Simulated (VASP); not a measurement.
An input for Quantum ESPRESSO's pw.x (written as the equivalent of a VASP run, and not itself run):

```
&CONTROL
  calculation = 'vc-relax'
  pseudo_dir = './pseudo'
  outdir = './out'
  tprnfor = .true.
  tstress = .true.
  nstep = 30
  forc_conv_thr = 0.00039
/
&SYSTEM
  ibrav = 0
  nat = 3
  ntyp = 2
  ecutwfc = 72
  occupations = 'smearing'
  smearing = 'gaussian'
  degauss = 0.003675
  input_dft = 'vdw-df2-b86r'
/
&ELECTRONS
  conv_thr = 7.3e-09
  electron_maxstep = 100
/
&IONS
/
&CELL
  cell_dofree = 'shape'
/
ATOMIC_SPECIES
  Sn 118.710 Sn.upf
  S 32.060 S.upf
CELL_PARAMETERS angstrom
     1.8813832   -3.2586515    0.0000000
     1.8813832    3.2586515    0.0000000
     0.0000000   -0.0000000    5.9888438
ATOMIC_POSITIONS crystal
  Sn   1.0000000  0.0000000  0.0000000
  S    0.3333330  0.6666670  0.2524743
  S    0.6666670  0.3333330  0.7475257
K_POINTS automatic
  7 7 4 0 0 0
```

Write the VASP files for the same calculation (rev-vdW-DF2).

One answer among several that fit: 
File KPOINTS:
```
Automatic mesh
0
Gamma
7 7 4
0 0 0
```

### POSCAR
```
SnS2
1.0
  1.8813831784  -3.2586515444   0.0000000000
  1.8813831784   3.2586515444   0.0000000000
  0.0000000000   0.0000000000   5.9888437665
Sn S
1 2
Direct
  1.0000000000   0.0000000000   0.0000000000
  0.3333330000   0.6666670000   0.2524743180
  0.6666670000   0.3333330000   0.7475256820
```

INCAR:
```
SYSTEM = SnS2
PREC = Accurate
ENCUT = 520
EDIFF = 1E-7
NELM = 100
ALGO = Normal
LREAL = .FALSE.
LASPH = .TRUE.
ISMEAR = 0
SIGMA = 0.05
GGA = MK
PARAM1 = 0.1234568
PARAM2 = 0.7114
ZAB_VDW = -1.8867
LUSE_VDW = .TRUE.
AGGAC = 0.0
LMAXMIX = 4
LWAVE = .FALSE.
LCHARG = .FALSE.
ISIF = 4
IBRION = 2
NSW = 30
EDIFFG = -0.01
```

POTCAR, in this order: Sn_d S (PBE.64 set). Program: vasp_std.

The two are equivalent in intent, not identical: the potentials are each code's own (VASP's PAW set, PseudoDojo norm-conserving files in pw.x), so ENCUT and ecutwfc are chosen apart and not converted; conv_thr bounds pw.x's estimated SCF error, while EDIFF bounds the energy change between steps; forc_conv_thr acts on force components and is met together with etot_conv_thr.

The compound is SnS2 in the 1T layered structure. This cell is one point of a volume scan, at 1.06 of the reference volume. Symmetry was kept, so distortions that lower it aren't found.
